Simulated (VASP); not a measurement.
# Rb2BeRhF6 (Fm-3m) in VASP: further runs, part 2 of 2

VASP 6.6.1. Earlier steps stand in the parts before.

### Step 4. Single point, PBE

INCAR

```
SYSTEM = Rb2BeRhF6
PREC = Accurate
ENCUT = 520
EDIFF = 1E-6
ISMEAR = -1
SIGMA = 0.0876
LREAL = .False.
LASPH = .True.
NELM = 100
ALGO = Fast
ISIF = 2
LWAVE = .False.
LCHARG = .False.
GGA = PE
NBANDS = 50
```

KPOINTS

```
regular mesh
0
Gamma
  4 4 4
  0 0 0
```

POSCAR

```
Rb2BeRhF6
1.0
    0.0000000000      4.1833690000      4.1833690000
    4.1833690000      0.0000000000      4.1833690000
    4.1833690000      4.1833690000      0.0000000000
Be F Rh Rb
1 6 1 2
Direct
    0.5000000000      0.5000000000      0.5000000000
    0.7760000000      0.2240000000      0.2240000000
    0.2240000000      0.7760000000      0.2240000000
    0.2240000000      0.7760000000      0.7760000000
    0.7760000000      0.2240000000      0.7760000000
    0.2240000000      0.2240000000      0.7760000000
    0.7760000000      0.7760000000      0.2240000000
    0.0000000000      0.0000000000      0.0000000000
    0.2500000000      0.2500000000      0.2500000000
    0.7500000000      0.7500000000      0.7500000000
```

Potentials or basis: VASP PAW PBE potentials, release 64 (Be, F, Rh_pv, Rb_sv).

Launch:

```sh
$ cat potpaw_PBE.64/Be/POTCAR potpaw_PBE.64/F/POTCAR potpaw_PBE.64/Rh_pv/POTCAR potpaw_PBE.64/Rb_sv/POTCAR > POTCAR
$ mpirun -np 1 vasp_std > vasp.out
```

OUTCAR:

```text
SYSTEM = Rb2BeRhF6
   PREC = Accurate
   ENCUT = 520
   EDIFF = 1E-6
   ISMEAR = -1
   LREAL = .False.
   LASPH = .True.
   NELM = 100
   ISIF = 2
   GGA = PE

 ion  position               nearest neighbor table
   1  0.500  0.500  0.500-   9 3.62  10 3.62   9 3.62   9 3.62   9 3.62  10 3.62  10 3.62  10 3.62

   2  0.776  0.224  0.224-   8 1.87  10 2.97  10 2.97   9 2.97   9 2.97
   3  0.224  0.776  0.224-   8 1.87  10 2.97  10 2.97   9 2.97   9 2.97
   4  0.224  0.776  0.776-   8 1.87  10 2.97  10 2.97   9 2.97   9 2.97
   5  0.776  0.224  0.776-   8 1.87  10 2.97  10 2.97   9 2.97   9 2.97
   6  0.224  0.224  0.776-   8 1.87  10 2.97  10 2.97   9 2.97   9 2.97
   7  0.776  0.776  0.224-   8 1.87  10 2.97  10 2.97   9 2.97   9 2.97
   8  0.000  0.000  0.000-   2 1.87   3 1.87   4 1.87   5 1.87   6 1.87   7 1.87   9 3.62  10 3.62
                            10 3.62  10 3.62  10 3.62   9 3.62   9 3.62   9 3.62
   9  0.250  0.250  0.250-   2 2.97   5 2.97   7 2.97   3 2.97   4 2.97   7 2.97   4 2.97   5 2.97
                             6 2.97   2 2.97   3 2.97   6 2.97   1 3.62   8 3.62   8 3.62   8 3.62
  10  0.750  0.750  0.750-   4 2.97   5 2.97   7 2.97   2 2.97   3 2.97   7 2.97   2 2.97   5 2.97
                             6 2.97   3 2.97   4 2.97   6 2.97   8 3.62   1 3.62   1 3.62   8 3.62

  LATTYP: Found a face centered cubic cell.
 ALAT       =     8.3667380000

  Lattice vectors:

 A1 = (   0.0000000000,   4.1833690000,   4.1833690000)
 A2 = (   4.1833690000,   0.0000000000,   4.1833690000)
 A3 = (   4.1833690000,   4.1833690000,   0.0000000000)

Analysis of symmetry for initial positions (statically):
=====================================================================
 Subroutine PRICEL returns:
 Original cell was already a primitive cell.

 Routine SETGRP: Setting up the symmetry group for a
 face centered cubic supercell.

 Subroutine GETGRP returns: Found 48 space group operations
 (whereof 48 operations were pure point group operations)
 out of a pool of 48 trial point group operations.

The static configuration has the point symmetry O_h .

Analysis of symmetry for dynamics (positions and initial velocities):
=====================================================================
 Subroutine PRICEL returns:
 Original cell was already a primitive cell.

 Routine SETGRP: Setting up the symmetry group for a
 face centered cubic supercell.

 Subroutine GETGRP returns: Found 48 space group operations
 (whereof 48 operations were pure point group operations)
 out of a pool of 48 trial point group operations.

The dynamic configuration has the point symmetry O_h .

 Subroutine INISYM returns: Found 48 space group operations
 (whereof 48 operations are pure point group operations),
 and found     1 'primitive' translations

----------------------------------------------------------------------------------------

                                     Primitive cell

  volume of cell :     146.4227

  direct lattice vectors                    reciprocal lattice vectors
     0.000000000  4.183369000  4.183369000    -0.119520893  0.119520893  0.119520893
     4.183369000  0.000000000  4.183369000     0.119520893 -0.119520893  0.119520893
     4.183369000  4.183369000  0.000000000     0.119520893  0.119520893 -0.119520893

  length of vectors
     5.916177176  5.916177176  5.916177176     0.207016260  0.207016260  0.207016260

[... 63 lines left out ...]
   total plane-waves  NPLWV = 110592
   dimension x,y,z NGX =    48 NGY =   48 NGZ =   48
   dimension x,y,z NGXF=    96 NGYF=   96 NGZF=   96
   ions per type =               1   6   1   2
   NGX,Y,Z   is equivalent  to a cutoff of  13.49, 13.49, 13.49 a.u.
   NGXF,Y,Z  is equivalent  to a cutoff of  26.98, 26.98, 26.98 a.u.
 SYSTEM =  Rb2BeRhF6
   PREC   = accura    normal or accurate (medium, high low for compatibility)
   ISTART =      0    job   : 0-new  1-cont  2-samecut
   ICHARG =      2    charge: 1-file 2-atom 10-const
   ISPIN  =      1    spin polarized calculation?
   LNONCOLLINEAR =      F non collinear calculations
   LSORBIT =      F    spin-orbit coupling
   LASPH  =      T    aspherical Exc in radial PAW
   ENCUT  =  520.0 eV  38.22 Ry    6.18 a.u.  11.00 11.00 11.00*2*pi/ulx,y,z
   NELM   =    100;   NELMIN=  2; NELMDL= -5     # of ELM steps
   EDIFF  = 0.1E-05   stopping-criterion for ELM
   LREAL  =      F    real-space projection
   EDIFFG = 0.1E-04   stopping-criterion for IOM
   NSW    =      0    number of steps for IOM
   IBRION =     -1    ionic relax: 0-MD 1-quasi-New 2-CG
   NFREE  =      0    steps in history (QN), initial steepest desc. (CG)
   ISIF   =      2    stress and relaxation
   ISYM   =      2    0-nonsym 1-usesym 2-fastsym
   POTIM  = 0.5000    time-step for ionic-motion
   TEBEG  =    0.0;   TEEND  =   0.0 temperature during run
   PSTRESS=    0.0 pullay stress
   NELECT =      77.0000    total number of electrons
   NUPDOWN=      -1.0000    fix difference up-down
   EMIN   =  10.00;   EMAX   =-10.00  energy-range for DOS
   EFERMI =   0.00;   METHOD = LEGACY
   ISMEAR =    -1;   SIGMA  =   0.09  broadening in eV -4-tet -1-fermi 0-gaus
   EFERMI_NEDOS =   21; number of points for ismear=-14 and -15
   IALGO  =     68    algorithm
   IMIX   =      4    mixing-type and parameters
     AMIX     =   0.40;   BMIX     =  1.00
     AMIX_MAG =   1.60;   BMIX_MAG =  1.00
  volume/ion in A,a.u.               =      14.64        98.81
  Fermi-wavevector in a.u.,A,eV,Ry     =   1.321404  2.497091 23.757243  1.746108
  Thomas-Fermi vector in A             =   2.451160
   LORBIT       =      0    0 simple, 1 ext, 2 COOP (PROOUT), +10 PAW based schemes
   GGA     = PE    functional components
   LHFCALC =     F    Hartree Fock is set to
   AEXX    =    0.0000 exact exchange contribution
   IVDW    =     0    specifies the selected vdW correction
   LEPSILON=     F    determine dielectric tensor
   LRPA    =     F    only Hartree local field effects (RPA)
 non-spin polarized calculation
 RMM-DIIS sequential band-by-band and
  energy-cutoff  :      520.00
  volume of cell :      146.42
 maximum number of plane-waves:      3984
 NGX is ok and might be reduce to    48
   NGX = 21   NGY = 21   NGZ = 21

 number of electron      76.9999967 magnetization

 Free energy of the ion-electron system (eV)
  ---------------------------------------------------
  ext. energy  EPLUGINS =         0.00000000
  ---------------------------------------------------
  free energy    TOTEN  =       -41.24327251 eV

  energy without entropy =      -41.18623995  energy(sigma->0) =      -41.21475623

 E-fermi :   3.3587     XC(G=0):  -9.5648

 val. band max:        3.3203883468   @ k =   0.0000   0.0000   0.0000
 cond. band min:       3.3831703147   @ k =   0.2500   0.2500   0.0000
 fundamental gap:      0.0627819679
 Fermi energy:         3.3586606751

 k-point     1 :       0.0000    0.0000    0.0000
  band No.  band energies     occupation
      1     -43.9268      2.00000
      2     -43.9268      2.00000
      3     -43.9268      2.00000
      4     -23.6101      2.00000
      5     -23.4712      2.00000
      6     -21.6613      2.00000
[... 413 lines left out ...]
     49      10.4521      0.00000
     50      11.1348      0.00000

------------------------ aborting loop because EDIFF is reached ----------------------------------------

  FORCE on cell =-STRESS in cart. coord.  units (eV):
  Direction    XX          YY          ZZ          XY          YZ          ZX
  --------------------------------------------------------------------------------------
  -------------------------------------------------------------------------------------
  Total       12.4086783     12.4086783     12.4086783     -0.0000000     -0.0000000      0.0000000
  in kB      135.7774316    135.7774316    135.7774316     -0.0000000     -0.0000000      0.0000000
  external PRESSURE =     135.7774316 kB  Pullay stress =       0.0000000 kB

 VOLUME and BASIS-vectors are now :
 -----------------------------------------------------------------------------
  energy-cutoff  :      520.00
  volume of cell :      146.42
      direct lattice vectors                 reciprocal lattice vectors
     0.000000000  4.183369000  4.183369000    -0.119520893  0.119520893  0.119520893
     4.183369000  0.000000000  4.183369000     0.119520893 -0.119520893  0.119520893
     4.183369000  4.183369000  0.000000000     0.119520893  0.119520893 -0.119520893

 POSITION                                       TOTAL-FORCE (eV/Angst)
 -----------------------------------------------------------------------------------
      4.18337      4.18337      4.18337         0.000000     -0.000000      0.000000
      1.87415      4.18337      4.18337         4.237020     -0.000000      0.000000
      4.18337      1.87415      4.18337         0.000000      4.237020      0.000000
      6.49259      4.18337      4.18337        -4.237020     -0.000000      0.000000
      4.18337      6.49259      4.18337         0.000000     -4.237020      0.000000
      4.18337      4.18337      1.87415         0.000000     -0.000000      4.237020
      4.18337      4.18337      6.49259         0.000000     -0.000000     -4.237020
      0.00000      0.00000      0.00000         0.000000     -0.000000      0.000000
      2.09168      2.09168      2.09168         0.000000     -0.000000      0.000000
      6.27505      6.27505      6.27505         0.000000      0.000000     -0.000000
 -----------------------------------------------------------------------------------
    total drift:                                0.000000      0.000000      0.000000

  FREE ENERGIE OF THE ION-ELECTRON SYSTEM (eV)
  ---------------------------------------------------
  free  energy   TOTEN  =       -41.2432725098 eV

  energy  without entropy=      -41.1862399478  energy(sigma->0) =      -41.21475623
```

It took 54 s on 1 thread of Intel Xeon 6975P-C (Granite Rapids), shared host; peak memory 0.35 GiB.

Results:

| Property | Result |
| --- | --- |
| Free energy | -41.2433 eV |
| Pressure | 13.6 GPa |
| Largest force | 4.237 eV/Å |
| Band gap on the k mesh | none (metal or under the smearing width) |

Forces on the atoms (eV/Å):
```
Be   0.000  0.000  0.000
F    4.237  0.000  0.000
F    0.000  4.237  0.000
F   -4.237  0.000  0.000
F    0.000 -4.237  0.000
F    0.000  0.000  4.237
F    0.000  0.000 -4.237
Rh   0.000  0.000  0.000
Rb   0.000  0.000  0.000
Rb   0.000  0.000  0.000
```

Caveat: an odd number of electrons without spin polarisation forces a metal; a magnetic or distorted state may lie lower.
